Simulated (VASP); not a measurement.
The system is NiMoIrPdW.

```
Ni Mo Pd Ir W
1.0
     4.44709    0.00000    0.00000
    -2.22355    3.85130    0.00000
     0.00000    0.00000    4.67895
Ni Mo Pd Ir W
1 1 1 1 1
Direct
  0.00000 0.00000 0.00000
  0.00000 0.00000 0.50000
  0.33333 0.66667 0.50000
  0.66667 0.33333 0.50000
  0.66667 0.33333 0.00000
```

The cell was built by a generator and needn't be a form met in nature.

```yaml
Program: VASP 6.6.1
Task: relaxation of cell and atoms
Functional: PBE
Potentials_or_basis: VASP PAW PBE potentials, release 64 (Ni, Mo_sv, Pd, Ir, W_sv)
Cutoff: 520 eV
k_mesh: 5 × 5 × 4
Occupations: gaussian, width 0.15 eV
Spin: collinear spin, ferromagnetic start
Starting_moments: "[1.0, 1.0, 0.0, 0.6, 0.0] μB"
```

At the start: pressure 22.4 GPa; volume 16.03 Å³/atom.

Task: How do energy, volume and symmetry change on relaxing?

Result: Over 9 steps the energy falls by 97.2 meV/atom and the volume is 17.54 Å³/atom (+9.4 %); space group P-6m2 (No. 187, to 0.05 Å); moment 0.00 μB per cell.

The path:
```csv
step,energy change (eV),largest force (eV/Å),pressure (GPa),volume (Å³)
1,0.0000,0.0000,22.36,80.14
2,1.5244,0.0000,-24.09,108.98
3,-0.4823,0.0000,-1.22,88.38
4,-0.4842,0.0000,-1.03,87.91
5,-0.4491,0.0000,4.87,85.64
6,-0.4834,0.0000,0.75,87.51
7,-0.4840,0.0000,0.48,87.68
8,-0.4848,0.0000,0.75,87.72
9,-0.4860,0.0000,0.50,87.71
```

Final structure:
```cif
data_structure
_symmetry_space_group_name_H-M 'P 1'
_symmetry_Int_Tables_number 1
_cell_length_a 4.5931
_cell_length_b 4.5931
_cell_length_c 4.8006
_cell_angle_alpha 90.000
_cell_angle_beta 90.000
_cell_angle_gamma 120.000
_cell_volume 87.71
loop_
_atom_site_label
_atom_site_type_symbol
_atom_site_fract_x
_atom_site_fract_y
_atom_site_fract_z
_atom_site_occupancy
Ni1 Ni 0.00000 0.00000 0.00000 1
Mo1 Mo 0.00000 0.00000 0.50000 1
Pd1 Pd 0.33333 0.66667 0.50000 1
Ir1 Ir 0.66667 0.33333 0.50000 1
W1 W 0.66667 0.33333 0.00000 1
```
